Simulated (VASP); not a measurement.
## AlGaAsN: structure and properties in VASP

Aim: relax AlGaAsN, then compute properties on the relaxed cell. The steps: relaxing cell and atoms (revPBE), second relaxation, density, ELF and potential (revPBE), bands along the symmetry lines (revPBE), total and projected DOS (revPBE) and independent-particle dielectric function (revPBE). The cell is invented: it takes the structure of a Materials Project entry for AlGaN2 (space group 156 there), with some of its atoms replaced by other elements, volume scaled by an estimate. It may not be a known or stable phase.

Method: revPBE; plane waves and PAW (As, Ga_d, Al, N); invented cell, in VASP 6.6.1.

### 1. The starting structure

Before any relaxation, the start is as follows. Symmetry: P3m1, No. 156, trigonal system. Conventional cell: a = 3.377 Å, b = 3.377 Å, c = 5.472 Å, α = 90.00°, β = 90.00°, γ = 120.00°. Nearest to As lie 1 Al at 2.03 Å and 3 Ga at 2.08 Å. Ga has 3 As at 2.08 Å and 1 N at 2.11 Å nearest. Nearest to Al lie 1 As at 2.03 Å and 3 N at 2.04 Å. Nearest to N lie 3 Al at 2.04 Å and 1 Ga at 2.11 Å. It derives from AlGaN2. it takes the structure of a Materials Project entry for AlGaN2 (space group 156 there), with some of its atoms replaced by other elements, volume scaled by an estimate. Farther neighbours and most contacts between anions are not listed.

As a file:

```xyz
4
Lattice="3.3768 0.0000 0.0000 -1.6884 2.9244 0.0000 0.0000 0.0000 5.4721" Properties=species:S:1:pos:R:3 pbc="T T T"
As    0.0000    0.0000    3.4374
Ga    1.6884    0.9748    2.7206
Al    0.0000    0.0000    5.4681
N     1.6884    0.9748    0.6118
```

### 2. Relaxing cell and atoms (revPBE)

The start need not lie at this functional's minimum. ISIF = 3 frees volume, shape and positions, and EDIFFG sets the threshold on forces and stress at which the search stops. revPBE by itself binds more weakly than PBE and expands cells; dispersion terms fitted to it are the larger for that.

File INCAR:

```
SYSTEM = AlGaAsN
PREC = Accurate
ENCUT = 520
EDIFF = 1E-06
NELM = 100
ISMEAR = 0
SIGMA = 0.05
LREAL = .FALSE.
ALGO = Normal
GGA = RE
NBANDS = 19
LORBIT = 11
LWAVE = .FALSE.
LCHARG = .FALSE.
KPAR = 2
IBRION = 2
NSW = 60
ISIF = 3
EDIFFG = -0.01
```

File POSCAR:

```
AlGaAsN
1.0
    3.3768400000      0.0000000000      0.0000000000
   -1.6884200000      2.9244290000      0.0000000000
    0.0000000000      0.0000000000      5.4721290000
As Ga Al N
1 1 1 1
Direct
    0.0000000000      0.0000000000      0.6281583900
    0.6666666700      0.3333333300      0.4971742100
    0.0000000000      0.0000000000      0.9992637700
    0.6666666700      0.3333333300      0.1118036400
```

File KPOINTS:

```
Automatic mesh
0
Gamma
7 7 4
0 0 0
```

PAW data sets: As, Ga_d, Al and N (PBE family, release 64).

Started as:

```bash
$ mpirun -np 2 vasp_std
```

The program printed:

```text
[banner, memory and clock lines left out]
running    2 mpi-ranks, on    1 nodes
 distrk:  each k-point on    1 cores,    2 groups
 distr:  one band on    1 cores,    1 groups

 POSCAR found type information on POSCAR AsGaAlN
 POSCAR found :  4 types and       4 ions
|                                                                             |
|               ----> ADVICE to this user running VASP <----                  |
|                                                                             |
|     You enforced a specific xc type in the INCAR file but a different       |
|     [... a line on the potential file left out ...]
|     I HOPE YOU KNOW WHAT YOU ARE DOING!                                     |
|                                                                             |

 LDA part: xc-table for (Slater+PW92), standard interpolation
 POSCAR, INCAR and KPOINTS ok, starting setup
 FFT: planning ... GRIDC
 FFT: planning ... GRID_SOFT
 FFT: planning ... GRID
 WAVECAR not read
 entering main loop
       N       E                     dE             d eps       ncg     rms          rms(c)
DAV:   1     0.185881552724E+03    0.18588E+03   -0.12301E+04  1070   0.185E+03
DAV:   2     0.300248767232E+01   -0.18288E+03   -0.17549E+03  1162   0.412E+02
DAV:   3    -0.181049385138E+02   -0.21107E+02   -0.20703E+02  1259   0.113E+02
DAV:   4    -0.187275476904E+02   -0.62261E+00   -0.62134E+00  1385   0.200E+01
DAV:   5    -0.187374585571E+02   -0.99109E-02   -0.99088E-02  1288   0.249E+00    0.958E+00
DAV:   6    -0.164074002501E+02    0.23301E+01   -0.12237E+01  1545   0.346E+01    0.462E+00
DAV:   7    -0.163621720936E+02    0.45228E-01   -0.10607E+00  1097   0.743E+00    0.298E+00
DAV:   8    -0.163546708086E+02    0.75013E-02   -0.40792E-01  1379   0.434E+00    0.101E+00
DAV:   9    -0.163407563451E+02    0.13914E-01   -0.10015E-01  1502   0.280E+00    0.580E-01
DAV:  10    -0.163424910943E+02   -0.17347E-02   -0.14947E-02  1160   0.105E+00    0.157E-01
DAV:  11    -0.163420522658E+02    0.43883E-03   -0.18047E-03  1599   0.589E-01    0.691E-02
DAV:  12    -0.163420956925E+02   -0.43427E-04   -0.23051E-04  1160   0.105E-01    0.227E-02
DAV:  13    -0.163421200310E+02   -0.24338E-04   -0.41192E-05  1227   0.414E-02    0.798E-03
DAV:  14    -0.163421208087E+02   -0.77773E-06   -0.31897E-06  1240   0.153E-02
   1 F= -.16342121E+02 E0= -.16342121E+02  d E =-.163421E+02
 curvature:   0.00 expect dE= 0.000E+00 dE for cont linesearch  0.000E+00
 trial: gam= 0.00000 g(F)=  0.577E+01 g(S)=  0.989E+01 ort = 0.000E+00 (trialstep = 0.100E+01)
 search vector abs. value=  0.157E+02
 bond charge predicted
       N       E                     dE             d eps       ncg     rms          rms(c)
DAV:   1    -0.432131594843E+02   -0.26871E+02   -0.33551E+03  1174   0.101E+03    0.360E+01
DAV:   2    -0.275056360208E+02    0.15708E+02   -0.24710E+02  1394   0.126E+02    0.173E+01
DAV:   3    -0.201742076225E+02    0.73314E+01   -0.12289E+01  1680   0.246E+01    0.942E+00
DAV:   4    -0.180605344159E+02    0.21137E+01   -0.69100E+00  1678   0.148E+01    0.221E+00
DAV:   5    -0.179285727924E+02    0.13196E+00   -0.52056E-01  1223   0.427E+00    0.121E+00
DAV:   6    -0.179122027661E+02    0.16370E-01   -0.10540E-01  1618   0.226E+00    0.393E-01
DAV:   7    -0.179151446709E+02   -0.29419E-02   -0.24871E-02  1338   0.839E-01    0.206E-01
DAV:   8    -0.179140074920E+02    0.11372E-02   -0.18837E-02  1272   0.649E-01    0.104E-01
DAV:   9    -0.179137829638E+02    0.22453E-03   -0.12792E-03  1218   0.349E-01    0.389E-02
DAV:  10    -0.179138423694E+02   -0.59406E-04   -0.32532E-04  1283   0.148E-01    0.157E-02
DAV:  11    -0.179138648236E+02   -0.22454E-04   -0.82298E-05  1168   0.794E-02    0.575E-03
DAV:  12    -0.179138713548E+02   -0.65312E-05   -0.14936E-05  1253   0.276E-02    0.405E-03
DAV:  13    -0.179138723205E+02   -0.96566E-06   -0.26217E-06  1199   0.164E-02
   2 F= -.17913872E+02 E0= -.17911864E+02  d E =-.157175E+01
[... from here on, the cycles between the ionic steps are left out ...]
   3 F= -.19528170E+02 E0= -.19527471E+02  d E =-.318605E+01
   4 F= -.19539093E+02 E0= -.19538662E+02  d E =-.319697E+01
   5 F= -.19542172E+02 E0= -.19541962E+02  d E =-.320005E+01
   6 F= -.19678591E+02 E0= -.19678062E+02  d E =-.136419E+00
   7 F= -.19686477E+02 E0= -.19686272E+02  d E =-.144305E+00
   8 F= -.19719444E+02 E0= -.19719283E+02  d E =-.329671E-01
   9 F= -.19719919E+02 E0= -.19719691E+02  d E =-.334424E-01
  10 F= -.19723062E+02 E0= -.19722914E+02  d E =-.314253E-02
  11 F= -.19723594E+02 E0= -.19723437E+02  d E =-.367468E-02
  12 F= -.19723592E+02 E0= -.19723436E+02  d E =-.367329E-02
  13 F= -.19723780E+02 E0= -.19723624E+02  d E =-.187468E-03
  14 F= -.19723816E+02 E0= -.19723661E+02  d E =-.223511E-03
 curvature:  -0.77 expect dE=-0.778E-04 dE for cont linesearch -0.390E-07
 trial: gam= 0.30252 g(F)=  0.525E-04 g(S)=  0.490E-04 ort = 0.391E-05 (trialstep = 0.103E+01)
 search vector abs. value=  0.131E-03
 bond charge predicted
       N       E                     dE             d eps       ncg     rms          rms(c)
DAV:   1    -0.197239766140E+02   -0.16074E-03   -0.98987E-03  1174   0.121E+00    0.788E-02
DAV:   2    -0.197238842031E+02    0.92411E-04   -0.74409E-04  1484   0.472E-01    0.337E-02
DAV:   3    -0.197238580953E+02    0.26108E-04   -0.63120E-05  1798   0.146E-01    0.123E-02
DAV:   4    -0.197238529688E+02    0.51265E-05   -0.13815E-05  1260   0.277E-02    0.341E-03
DAV:   5    -0.197238522938E+02    0.67496E-06   -0.99113E-07   740   0.101E-02
  15 F= -.19723852E+02 E0= -.19723689E+02  d E =-.364389E-04
 trial-energy change:   -0.000036  1 .order   -0.000035   -0.000106    0.000036
 step:   0.7719(harm=  0.7719)  dis= 0.00094  next Energy=   -19.723856 (dE=-0.397E-04)
 reached required accuracy - stopping structural energy minimisation
```

Wall time 4.2 min (2 MPI ranks of AMD EPYC 7R43, shared host); peak memory 0.34 GiB.

The logs omit lines about the potential files and the build; timing stands in the text.

From OUTCAR (step 2):

```text
ion  position               nearest neighbor table
   1  0.000  0.000  0.628-   3 2.03   2 2.08   2 2.08   2 2.08
   2  0.667  0.333  0.497-   1 2.08   1 2.08   1 2.08   4 2.11
   3  0.000  0.000  0.999-   1 2.03   4 2.04   4 2.04   4 2.04
   4  0.667  0.333  0.112-   3 2.04   3 2.04   3 2.04   2 2.11

  LATTYP: Found a hexagonal cell.
 ALAT       =     3.3768400000
 C/A-ratio  =     1.6204880895

 Subroutine GETGRP returns: Found  6 space group operations
 (whereof  6 operations were pure point group operations)

The static configuration has the point symmetry C_3v.

 Found     28 irreducible k-points:

   k-points           NKPTS =     28   k-points in BZ     NKDIM =     28   number of bands    NBANDS=     19

   dimension x,y,z NGX =    28 NGY =   28 NGZ =   42
   dimension x,y,z NGXF=    56 NGYF=   56 NGZF=   84

   ENCUT  =  520.0 eV  38.22 Ry    6.18 a.u.   6.28  6.28 10.17*2*pi/ulx,y,z

   NELECT =      26.0000    total number of electrons

 k-points in reciprocal lattice and weights: Automatic mesh
   0.00000000  0.00000000  0.00000000       0.005
   0.14285714  0.00000000  0.00000000       0.031
   0.28571429  0.00000000  0.00000000       0.031
   0.42857143  0.00000000  0.00000000       0.031
   0.14285714  0.14285714  0.00000000       0.031
   0.28571429  0.14285714  0.00000000       0.061
   0.42857143  0.14285714  0.00000000       0.031
   0.28571429  0.28571429  0.00000000       0.031
   0.00000000  0.00000000  0.25000000       0.010
[...]
0.42857143  0.14285714  0.50000000       0.031
   0.28571429  0.28571429  0.50000000       0.031

 average (electrostatic) potential at core
       1 -48.5157       2 -64.8393       3 -76.1986       4 -63.6366

 E-fermi :   6.0646

 k-point     1 :       0.0000    0.0000    0.0000
  band No.  band energies     occupation
    ...
      8      -1.7418      2.00000
      9       2.3958      2.00000
     10       2.3958      2.00000
     11       3.9841      2.00000
     12       4.9066      2.00000
     13       6.4436      0.00000
     14       6.4436      0.00000
     15       9.2779      0.00000
     16      10.9640      0.00000
     17      10.9640      0.00000
    ...

 k-point     2 :       0.1429    0.0000    0.0000
  band No.  band energies     occupation
    ...
     10       2.2374      2.00000
     11       3.8830      2.00000
     12       4.5155      2.00000
     13       5.8490      2.00000
     14       5.9763      1.98748
     15       9.5912      0.00000
     16      10.7031      0.00000
     17      11.4172      0.00000
     18      11.5440      0.00000
     19      12.3296      0.00000

 k-point     3 :       0.2857    0.0000    0.0000
  band No.  band energies     occupation
    ...
      9       0.1623      2.00000
     10       1.9119      2.00000
     11       1.9661      2.00000
     12       3.4799      2.00000
     13       5.2094      2.00000
     14       6.9575      0.00000
     15       8.6001      0.00000
     16       9.8465      0.00000
     17      10.8657      0.00000
     18      11.5095      0.00000
    ...

  Total       -0.0224342     -0.0224342     -0.0103232     -0.0000000      0.0000000      0.0000000
  in kB       -0.5350415     -0.5350414     -0.2462009     -0.0000000      0.0000000      0.0000000
  external PRESSURE =      -0.4387612 kB  Pullay stress =       0.0000000 kB

  energy-cutoff  :      520.00
  volume of cell :       67.18
      direct lattice vectors                 reciprocal lattice vectors
     3.576509686 -0.000000000 -0.000000000     0.279602207  0.161428423 -0.000000000
    -1.788254843  3.097347983  0.000000000     0.000000000  0.322856846 -0.000000000
     0.000000000  0.000000000  6.064357371     0.000000000 -0.000000000  0.164897934

 POSITION                                       TOTAL-FORCE (eV/Angst)
 -----------------------------------------------------------------------------------
      0.00000      0.00000      3.83037        -0.000000     -0.000000     -0.008884
      1.78825      1.03245      2.69594         0.000000      0.000000      0.007100
      0.00000      0.00000      0.27797         0.000000      0.000000      0.001874
      1.78825      1.03245      0.69369         0.000000     -0.000000     -0.000090
 -----------------------------------------------------------------------------------
    total drift:                               -0.000021      0.000002     -0.001572

  FREE ENERGIE OF THE ION-ELECTRON SYSTEM (eV)
  ---------------------------------------------------
  free  energy   TOTEN  =       -19.7238522938 eV

  energy  without entropy=      -19.7235265248  energy(sigma->0) =      -19.72368941

 reached required accuracy - stopping structural energy minimisation

 total charge
# of ion       s       p       d       tot
------------------------------------------
    1        1.208   1.686   0.039   2.933
    2        0.862   0.921  10.058  11.842
    3        0.360   0.300   0.000   0.660
    4        1.252   2.375   0.000   3.627
--------------------------------------------------
tot          3.682   5.282  10.098  19.061

[... 3 further parts left out ...]
```

The k-mesh is coarse for a metal. The PAW data sets were made with PBE, which is usual practice but a small mismatch for other functionals. After so large a change of volume the plane waves of the start cell no longer fit, so the final stress carries a basis-set error. The run keeps the 6 symmetry operations of its start, so it cannot find a distortion of lower symmetry.

Step by step:

```csv
step,energy less that of the first step (eV),largest force (eV/Å),pressure (GPa),volume (Å³)
1,0.0000,8.4749,48.79,54.04
2,-1.5718,0.9482,-16.08,92.98
3,-3.1860,1.4637,-4.34,71.54
4,-3.1970,1.5655,-3.25,70.67
5,-3.2001,1.7065,-2.03,69.76
6,-3.3365,0.5514,-0.85,68.28
7,-3.3444,0.3219,-0.25,67.81
8,-3.3773,0.2691,0.27,67.03
9,-3.3778,0.3033,0.38,66.93
10,-3.3809,0.1082,-0.27,67.35
11,-3.3815,0.0494,-0.04,67.23
12,-3.3815,0.0492,-0.10,67.24
13,-3.3817,0.0275,0.01,67.16
14,-3.3817,0.0204,0.09,67.11
15,-3.3817,0.0089,-0.04,67.18
```

```csv
"conventional cell, symmetrised",before,after,change
a (Å),3.377,3.577,+5.9 %
b (Å),3.377,3.577,+5.9 %
c (Å),5.472,6.064,+10.8 %
volume (Å³/atom),13.51,16.79,+24.3 %
```

The atoms that moved most (Å, as changes of fractional coordinates times the final cell):

```csv
atom,dx,dy,dz,length
Ga2,0.000,0.000,-0.319,0.319
Al3,0.000,0.000,0.282,0.282
As1,0.000,0.000,0.021,0.021
N4,0.000,0.000,0.016,0.016
```

The relaxed structure:

```
As Ga Al N
1.0
     3.57651    0.00000    0.00000
    -1.78825    3.09735    0.00000
     0.00000    0.00000    6.06436
As Ga Al N
1 1 1 1
Cartesian
  0.0000 0.0000 3.8304
  1.7883 1.0324 2.6959
  0.0000 0.0000 6.3423
  1.7883 1.0324 0.6937
```

Numbers from this step:

```
electrons                       : 26
bands                           : 19
irreducible k-points            : 28
symmetry operations             : 6
free energy (TOTEN)             : -19.72 eV
energy at zero smearing         : -19.72 eV
Fermi energy                    : 6.065 eV
pressure                        : -0.04388 GPa
metallic                        : yes
SCF cycles over all ionic steps : 111
```

It ends with a largest force of 0.009 eV/Å and a pressure of -0.04 GPa.

(Continued in part 2 of 4.)

[Lines on the potential files, build, host, timing and source positions are cut from VASP's logs without a mark.]

[Logs are printed without paths, hosts, clocks, repeated set-up lines and the standing remarks that a program may print on its own settings, such as how far it seeks lower states.]

[Hosts, paths, dates, database ids (printed as entryN), source tags and the programs' standing remarks are cut or masked in the printed files.]

[A measured line is paired with the nearest computed mode of its activity, which favours agreement.]
